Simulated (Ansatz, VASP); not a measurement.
# Cross-check of SrCaH2Br2 between VASP and Ansatz, part 3 of 3

Aim: how closely do two programs agree when they are given the same cell, functional and k mesh? The cell is generated by rule, not measured, and may not be a known phase. The cell is taken from a series of runs on this material, whose earlier steps may have relaxed, scaled, displaced or heated it; both programs get it as it stands.

VASP 6.6.1 and Ansatz 0.2.0.

So far: Starting point; VASP: zone-centre phonons, PBEsol.

The structure was built from a prototype and need not be the compound's stable phase.

## Step 3: Ansatz: zone-centre phonons, PBEsol

Level of this step: Ansatz beside VASP: Kohn-Sham DFT, plane waves, PBEsol (Ansatz).

Ansatz runs on its default PAW (the set named soft_2) files.

The same cell, functional and mesh now go to Ansatz, which takes its cutoff from its data sets.

File input.yaml:

```yaml
crystal:
  lattice:
    - [4.0268174854, 0.0, 0.0]
    - [0.0, 4.0268174854, 0.0]
    - [0.0, 0.0, 7.2272374249]
  atoms:
    - { symbol: Sr, position: [0.0, 0.5, 0.1828574892] }
    - { symbol: Ca, position: [0.5, 0.0, 0.8210601517] }
    - { symbol: H, position: [0.0, 0.0, -0.0085810047] }
    - { symbol: H, position: [0.5, 0.5, -0.0085810047] }
    - { symbol: Br, position: [0.0, 0.5, 0.6614129652] }
    - { symbol: Br, position: [0.5, 0.0, 0.3518314034] }
kpoints:
  mp_grid: { grid: [6, 6, 4] }
hamiltonian:
  xc: pbesol
scf:
  occupations: { method: fixed }
output:
  eigenvalues: true
phonons:
  method: dfpt
  qmesh: [2, 2, 1]
  temperatures: { t_max: 1000, t_step: 50 }
  qpath:
    path:
      - [[0.0, 0.0, 0.0], [0.0, 0.5, 0.0], [0.5, 0.5, 0.0], [0.0, 0.0, 0.0], [0.0, 0.0, 0.5], [0.0, 0.5, 0.5], [0.5, 0.5, 0.5], [0.0, 0.0, 0.5]]
      - [[0.0, 0.5, 0.0], [0.0, 0.5, 0.5]]
      - [[0.5, 0.5, 0.0], [0.5, 0.5, 0.5]]
    npoints: 10
  non_analytic_term:
    high_frequency_dielectric_tensor: [[4.249, 0.0, 0.0], [0.0, 4.249, 0.0], [0.0, 0.0, 4.3187]]
    born_effective_charges:
      - { species: Sr, tensor: [[2.2092, 0.0, 0.0], [0.0, 2.2092, 0.0], [0.0, 0.0, 2.268]] }
      - { species: Ca, tensor: [[2.4047, 0.0, 0.0], [0.0, 2.4047, 0.0], [0.0, 0.0, 2.2056]] }
      - { species: H, tensor: [[-1.0014, 0.0, 0.0], [0.0, -0.9482, 0.0], [0.0, 0.0, -0.9567]] }
      - { species: H, tensor: [[-0.9482, 0.0, 0.0], [0.0, -1.0014, 0.0], [0.0, 0.0, -0.9567]] }
      - { species: Br, tensor: [[-1.3751, 0.0, 0.0], [0.0, -1.3751, 0.0], [0.0, 0.0, -1.2867]] }
      - { species: Br, tensor: [[-1.2892, 0.0, 0.0], [0.0, -1.2892, 0.0], [0.0, 0.0, -1.2734]] }
    source: "zone-centre run at this cell"
```

The run is started by

```bash
> ansatz run input.yaml --threads 8 --pin off --max-ram 14336MiB --backend cpu --events-out ev --progress --plain --runs-dir out
```

Numbers of over 12 decimals in the logs are rounded to 6 here.

Output:

```text
Warning: phonons: the dynamical matrix that this run interpolates holds no multipole term above the dipole-dipole one, and a site of this crystal is no centre of inversion, so its interpolated transverse optical and acoustic branches and sound speeds can stay off near Gamma, and the density of states and the thermodynamics with them. What a run solves at a wave vector of phonons.qpoints, Gamma apart, where the deck admits one, is free of this, and under fd what a larger phonons.supercell samples
Engine: ansatz 0.2.0, aarch64-unknown-linux-gnu
Pseudopotentials: kind: paw
Pseudopotential: Sr, paw, valence charge 10, recommended cutoff 420 eV (normal), Sr.paw.azcp
Pseudopotential: Ca, paw, valence charge 10, recommended cutoff 420 eV (normal), Ca.paw.azcp
Pseudopotential: H, paw, valence charge 1, recommended cutoff 420 eV (normal), H.paw.azcp
Pseudopotential: Br, paw, valence charge 7, recommended cutoff 420 eV (normal), Br.paw.azcp
Functional definition: PBEsol
  exchange = pbesol_x
  correlation = pbesol_c
Crystal: 6 atoms, lattice volume = 117.192 Å³
Basis set: ecut = 420 eV, 2313 PW (Γ), exchange–correlation on 60×60×100 points (8 copies of the dense FFT grid, shifted against one another)
Bands: 24, of which v1, the nominal top of the filled ones, is band 18 counted from 1 (17 counted from 0)
Symmetry: 8 space group operations
k-points: 30 of 144 (time reversal used)
Non-local potential: Sr, projectors of the file, l = 0: 3, l = 1: 2, l = 2: 2
Non-local potential: Ca, projectors of the file, l = 0: 3, l = 1: 2, l = 2: 2
Non-local potential: H, projectors of the file, l = 0: 2, l = 1: 1
Non-local potential: Br, projectors of the file, l = 0: 2, l = 1: 2, l = 2: 2
PAW form: soft (Blöchl's): semilocal exchange-correlation on the pseudo side does not see the compensation charge
PAW frozen core: Sr, regenerated for the run's functional, and the local potential with it (the file was generated under x = pbe(κ = 0.804, μ = 0.219515), c = pbe(β = 0.066725))
PAW frozen core: Ca, regenerated for the run's functional, and the local potential with it (the file was generated under x = pbe(κ = 0.804, μ = 0.219515), c = pbe(β = 0.066725))
PAW frozen core: Br, regenerated for the run's functional, and the local potential with it (the file was generated under x = pbe(κ = 0.804, μ = 0.219515), c = pbe(β = 0.066725))
PAW one-centre angular grid: Sr, 110 points (default); XC on 64 Gauss nodes
PAW one-centre angular grid: Ca, 110 points (default); XC on 64 Gauss nodes
PAW one-centre angular grid: H, 110 points (default); XC on 64 Gauss nodes
PAW one-centre angular grid: Br, 110 points (default); XC on 64 Gauss nodes
Initial density: superposition of atomic densities (neutral atoms: chi_scale 0, normalization atom), corrected by the library's trained network
Initial wavefunctions: pseudopotential atomic-orbital guess
Functional: x = pbesol(κ = 0.804, μ = 0.123457), c = pbesol(β = 0.046)
SCF iter   1: F=—  HF=-10798.505212 eV  |F-HF|=—  |Δ(HF+E_count)|=         —  Δρ=5.12e-3  dr2=2.81e-2  ethr=1.77e-3  ⟨swp⟩=6.0  Hψ=3254  notcnv=0  defer=107
preconditioner: auto → Resta (q_TF=auto, 2.241 Å⁻¹)  ε∞=3.1  [insulator: Δε(μ)=3.399 eV  Ē_g=12.146 eV  n_scr=20 (ndim 8)  ℏωp=17.5 eV  f_vac=0.000  ε∞_Penn≈3.1]
SCF iter   2: F=—  HF=-10798.501152 eV  |F-HF|=—  |Δ(HF+E_count)|=   4.06e-3  Δρ=2.34e-3  dr2=6.02e-3  ethr=7.80e-5  ⟨swp⟩=2.0  Hψ=1247  notcnv=0  defer=119
SCF iter   3: F=—  HF=-10798.499862 eV  |F-HF|=—  |Δ(HF+E_count)|=   1.29e-3  Δρ=2.69e-4  dr2=6.61e-5  ethr=1.67e-5  ⟨swp⟩=2.7  Hψ=986  notcnv=0  defer=120
SCF iter   4: F=—  HF=-10798.499905 eV  |F-HF|=—  |Δ(HF+E_count)|=   4.35e-5  Δρ=7.90e-5  dr2=5.73e-6  ethr=1.84e-7  ⟨swp⟩=2.3  Hψ=1146  notcnv=0  defer=120
SCF iter   5: F=—  HF=-10798.499912 eV  |F-HF|=—  |Δ(HF+E_count)|=   6.36e-6  Δρ=1.31e-5  dr2=1.59e-7  ethr=1.59e-8  ⟨swp⟩=2.1  Hψ=1097  notcnv=0  defer=102
SCF iter   6: F=—  HF=-10798.499916 eV  |F-HF|=—  |Δ(HF+E_count)|=   3.77e-6  Δρ=3.13e-6  dr2=1.04e-8  ethr=4.42e-10  ⟨swp⟩=2.0  Hψ=1200  notcnv=0  defer=88
SCF iter   7: F=—  HF=-10798.499916 eV  |F-HF|=—  |Δ(HF+E_count)|=   1.01e-8  Δρ=7.78e-7  dr2=9.11e-10  ethr=2.88e-11  ⟨swp⟩=2.0  Hψ=1154  notcnv=0  defer=88
SCF iter   8: F=—  HF=-10798.499916 eV  |F-HF|=—  |Δ(HF+E_count)|=  2.20e-10  Δρ=1.95e-7  dr2=5.49e-11  ethr=2.53e-12  ⟨swp⟩=2.0  Hψ=1157  notcnv=0  defer=88
SCF iter   9: F=-10798.499916 eV  HF=-10798.499916 eV  |F-HF|=0.00e0  |Δ(HF+E_count)|=  1.64e-11  Δρ=4.38e-8  dr2=2.46e-12  ethr=1.00e-12  ⟨swp⟩=17.9  Hψ=6191  notcnv=0
SCF 1 converged in 9 iterations: F = -10798.499916 eV  dr2 = 2.46e-12
  greatest PAW one-centre occupation: 0.995 electrons in one spin orbital (limit 2), on the Ca atom at site 1 (counted from 0), in its partial waves of l = 0
NSCF: frozen V_eff on 30 k-points
NSCF: frozen V_eff on 48 k-points
DFPT response loops at q = (0, 0, 0) (fractional): preconditioner auto → Resta (q_TF=auto, 2.241 Å⁻¹)  ε∞=4.2 (no band partly filled); β = 1.00, the filter's whole step (`scf.mixing.beta` (0.50) is not read by the response loops at its default; to damp them type it under 1.00, their step now; it binds the ground state too); Broyden in place of MSR1
NSCF: frozen V_eff on 96 k-points
DFPT response loops at q = (0, -0.5, 0) (fractional): mixed as the last ones told, above
NSCF: frozen V_eff on 96 k-points
DFPT response loops at q = (-0.5, -0.5, 0) (fractional): mixed as the last ones told, above
SCF converged after 9 iterations
Free energy (F): -10798.499916 eV
Harris-Foulkes:  -10798.499916 eV  (|F-HF|=0.00e0)
Internal energy: -10798.499916 eV  (E = F + TS)
E sigma→0 (E₀):  -10798.499916 eV
Fermi energy:    5.284208 eV
--- Per-component energies (eV) ---
  E_band       = -253.601640
  E_kinetic    = 818.964225
  E_local      = -1740.881648  (includes V_loc(G=0)·N_el)
  E_nonlocal   = 411.599671
  E_hartree    = 476.740933
  E_xc         = -850.834781
  E_vxc        = -566.002289  (∫ρ·V_xc dr)
  E_paw        = -7887.707924  (= ΣΔE_a)
  E_vpaw       = -130.761194  (= ΣTr[D̂ρ^β])
  E_aug_tail   = -0.002280  (compensation charges beyond the density's cutoff)
  E_ewald      = -2026.815795
  E_core_change = 0.437682  (= ΣΔE_core)
  E_smearing   = -0.000000  (= −TS)
  E_closure    = -0.000000  (closes the sum)
  Σ components = -10798.499916   (vs F -10798.499916, Δ=0.00e0)
--- Band table (eV; the first three rows and the last of 30) ---
  k-point 0: bands = [... 14 lower, 4.0125, 4.1839, 4.1839, 4.7525, 9.1265, 9.6214, 10.2968, 10.2968, ... 2 higher]
  k-point 1: bands = [... 14 lower, 4.1974, 4.1974, 4.7628, 4.7968, 8.9176, 9.6521, 10.3091, 10.3091, ... 2 higher]
  k-point 2: bands = [... 14 lower, 4.2105, 4.2105, 4.7731, 5.2842, 8.7550, 9.4098, 10.3225, 10.3225, ... 2 higher]
  k-point 29: bands = [... 14 lower, 3.2115, 3.2115, 4.3810, 4.3810, 10.0396, 10.5055, 11.1800, 11.8403, ... 2 higher]
--- Phonons (Γ-DFPT): 11 representative perturbations + reference (Σ response iterations 33) ---
  ASR residual: 4.880e-5 → 0.000e0 eV/Å²; symmetrization residual: 8.588e-7 eV/Å²
  ASR residual per site (eV/Å²): 4.88e-5 2.35e-5 6.20e-6 6.20e-6 2.41e-6 1.54e-5
  Γ frequencies (cm⁻¹): 0.00 0.00 0.00 90.96 90.96 96.06 98.13 126.09 126.09 151.85 151.85 176.96 741.19 741.19 865.32 909.76 909.76 942.06
--- Phonons (arbitrary-q DFPT): 3 irreducible q on the 2×2×1 mesh ---
  q = [0.0000, 0.0000, 0.0000] (star 1, of the zone-centre solve; hermiticity 3.39e-7, symmetrization 2.53e-14): -0.00 -0.00 0.00 90.96 90.96 96.06 98.13 126.09 126.09 151.85 151.85 176.96 741.19 741.19 865.32 909.76 909.76 942.06
  q = [0.0000, -0.5000, 0.0000] (star 2, 18 solved perturbations on 48 of 144 k-point pairs; hermiticity 1.32e-7, symmetrization 1.60e-14): 61.07 62.60 84.84 100.76 106.00 110.43 114.45 129.56 131.34 134.89 175.06 213.88 759.71 839.64 878.40 880.60 895.91 948.43
  q = [-0.5000, -0.5000, 0.0000] (star 1, 11 solved perturbations in 456 linear systems a pass and spin channel, the states on 48 of 144 k-point pairs; hermiticity 1.41e-7, symmetrization 2.03e-13): 82.93 84.63 84.63 86.49 104.27 114.46 114.46 130.24 149.67 149.67 186.52 186.52 674.43 858.32 858.32 860.65 923.56 991.08
  sum rule: each row above includes the acoustic sum rule's correction from the zone centre's row sums; it moved no ω² by more than (1.29 cm⁻¹)²
  mesh force constants: q→R imaginary residual 0.00e0; ASR residual 4.880e-5 → 0.000e0 eV/Å²; symmetrization residual 2.665e-15 eV/Å²
  interpolated dispersion: 94 rows × 18 modes
  density of states and harmonic sums: on the 16×16×9 q-mesh, interpolated from the force constants of a 2×2×1 supercell (with the dipole–dipole term of supplied tensors)
  largest difference from the sums on the solved wave vectors: F 1.69e-1 eV, S 2.34e-4 and C_V 6.39e-5 eV/K
  zero-point energy: 0.408937 eV/cell   skipped modes (ω ≤ 0): 3   left out of the sums: 7.23e-5 of the cell's modes: C_V's classical limit lies that fraction below 3 k_B per atom; for a crystal, a wire or a layer, F and S can be off by more, and a phonons.interpolated_qmesh denser along its periods is the remedy for the sampling
```

## Step 4: Side by side

Known differences besides the potentials themselves: fixed occupations in Ansatz, narrow Gaussian smearing in VASP; VASP's run holds the zone centre alone; the cutoff is 420 eV in Ansatz and 500 eV in VASP; Ansatz makes its cores anew for this functional, VASP keeps those of its PBE data sets. Total energies have different zeros and are not compared.

Both answers:

```
                    quantity  Ansatz   VASP  difference
  optical mode 1 to 2 (cm⁻¹)    91.0   91.0     -0.06 %
       optical mode 3 (cm⁻¹)    96.1   97.2     -1.21 %
       optical mode 4 (cm⁻¹)    98.1   98.7     -0.62 %
  optical mode 5 to 6 (cm⁻¹)   126.1  127.8     -1.34 %
  optical mode 7 to 8 (cm⁻¹)   151.8  153.6     -1.11 %
       optical mode 9 (cm⁻¹)   177.0  177.5     -0.29 %
optical mode 10 to 11 (cm⁻¹)   741.2  746.0     -0.64 %
      optical mode 12 (cm⁻¹)   865.3  871.0     -0.66 %
optical mode 13 to 14 (cm⁻¹)   909.8  915.4     -0.62 %
      optical mode 15 (cm⁻¹)   942.1  947.4     -0.56 %
```

Modes are paired by rising frequency, not by their patterns, so a pair may set unlike modes beside each other; they are those without the splitting of longitudinal modes.

## Step 5: Summary of results

| Item | Value |
| --- | --- |
| r.m.s. difference of the optical zone-centre modes, each program's sorted by frequency (zone-centre phonons, PBEsol) | 3.5 cm⁻¹ |
| difference in optical mode 5 to 6 (zone-centre phonons, PBEsol) | -1.3 % |

**Reading.** The r.m.s. difference of the optical zone-centre modes, each program's sorted by frequency is 3.5 cm⁻¹ (zone-centre phonons, PBEsol). Among the rows given in per cent, the largest difference of the zone-centre phonons, PBEsol pair is in optical mode 5 to 6, -1.3 %. Such differences can come from data sets, numerical settings and the points named under the comparisons, not from the functional's error against experiment.

[Lines on the potential files, build, host, timing and source positions are cut from VASP's logs without a mark.]

[Logs are printed without paths, hosts, clocks, repeated set-up lines and the standing remarks that a program may print on its own settings, such as how far it seeks lower states.]

[Hosts, paths, dates, database ids (printed as entryN), source tags and the programs' standing remarks are cut or masked in the printed files.]
